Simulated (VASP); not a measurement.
```
CELL_PARAMETERS angstrom
      5.58543     0.00000     0.00000
      0.00000     3.34770     0.00000
      0.00000     0.00000     6.49595
ATOMIC_POSITIONS crystal
  Zr 0.75275 0.25000 0.60951
  Zr 0.25275 0.25000 0.89049
  Zr 0.24725 0.75000 0.39049
  Zr 0.74725 0.75000 0.10951
  O  0.63969 0.25000 0.92504
  O  0.13969 0.25000 0.57496
  O  0.36031 0.75000 0.07496
  O  0.86031 0.75000 0.42504
  O  0.52431 0.25000 0.33948
  O  0.02431 0.25000 0.16052
  O  0.47569 0.75000 0.66052
  O  0.97569 0.75000 0.83948
```

Computed with r2SCAN meta-GGA, VASP's PBE PAW potentials (set 64) (plane waves; VASP 6.6.1). Run with 520 eV cut-off, 5×7×4 Γ-centred mesh, tetrahedra with Blöchl corrections, potentials Zr_sv O.

Q: Give the energies of bands 39 to 52 at the high-symmetry points, in eV from the valence-band maximum.

A: 
```tsv
band	Γ	X	S	Y	Z	U	R	T
39	-2.42	-1.95	-1.84	-1.99	-1.90	-1.87	-1.64	-1.85
40	-2.08	-1.95	-1.84	-1.99	-1.90	-1.87	-1.64	-1.85
41	-1.90	-1.80	-1.23	-1.81	-1.64	-1.81	-1.24	-1.60
42	-1.71	-1.80	-1.23	-1.81	-1.64	-1.81	-1.24	-1.60
43	-1.25	-1.09	-1.23	-1.55	-1.24	-1.09	-1.24	-1.20
44	-0.97	-1.09	-1.23	-1.55	-1.24	-1.09	-1.24	-1.20
45	-0.89	-0.87	-0.79	-0.83	-0.59	-0.87	-0.81	-1.00
46	-0.31	-0.87	-0.79	-0.83	-0.59	-0.87	-0.81	-1.00
47	-0.04	-0.39	-0.79	-0.78	-0.39	-0.48	-0.81	-0.91
48	0.00	-0.39	-0.79	-0.78	-0.39	-0.48	-0.81	-0.91
49	3.41	4.21	5.50	5.04	4.22	4.90	5.68	4.99
50	4.38	4.21	5.50	5.04	4.22	4.90	5.68	4.99
51	4.43	5.17	5.50	5.74	4.89	5.00	5.68	5.92
52	4.70	5.17	5.50	5.74	4.89	5.00	5.68	5.92
```

The gap is direct, 3.41 eV, from the valence maximum at Γ to the conduction minimum at Γ.

The structure was generated: ZrO2 was put into the cotunnite type (Pnma), which need not be its known phase. It was relaxed first.
